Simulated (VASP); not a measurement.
Runs of VASP 6.6.1 on Si. It takes space group Fd-3m (No. 227, cubic). The conventional cell has a = 5.444 Å, b = 5.444 Å, c = 5.444 Å, α = 90.00°, β = 90.00°, γ = 90.00°. Si (site symmetry -43m) has 4 Si at 2.36 Å as nearest neighbours. 

```tsv
task	level	spin	cell	k mesh	cutoff (eV)	grid for exact exchange (PRECFOCK)	screening parameter	exchange at q = 0	gap on the mesh (eV)	pressure (GPa)	largest force (eV/Å)
relaxation of cell and atoms	PBE	off	relaxed	6 × 5 × 6	600	-	-	-	(a)	0.0	-
band structure	HSE06	off	Imma, 20.44 Å³/atom	5 × 4 × 5	520	Fast	0.2 1/A	-	(b)	-1.8	0.12
band structure	PBE0	off	Imma, 20.44 Å³/atom	5 × 4 × 5	520	Fast	-	truncated	1.78	-2.0	0.12
band structure	PBE	off	Imma, 20.44 Å³/atom	6 × 5 × 6	520	-	-	-	0.54	0.1	0.12
electrostatic potential	PBE	off	Imma, 20.44 Å³/atom	6 × 5 × 6	520	-	-	-	0.54	0.1	0.12
band structure	PBE	non-collinear, zero start, SOC	Imma, 20.44 Å³/atom	6 × 5 × 6	520	-	-	-	-	0.1	0.12
```

Alike in all rows: potentials or basis VASP PAW PBE potentials, release 64 (Si); smearing gaussian 0.02 eV.

Q: Estimate the missing entries.

A: (a) 0.55; (b) 1.16.

Caveats: an odd mesh through Γ misses points on the zone boundary, where band edges often lie (some runs); the PAW data sets were made with another functional, which shifts forces and pressure a little (some runs); the real-space grid breaks the cell's symmetry a little (some runs).
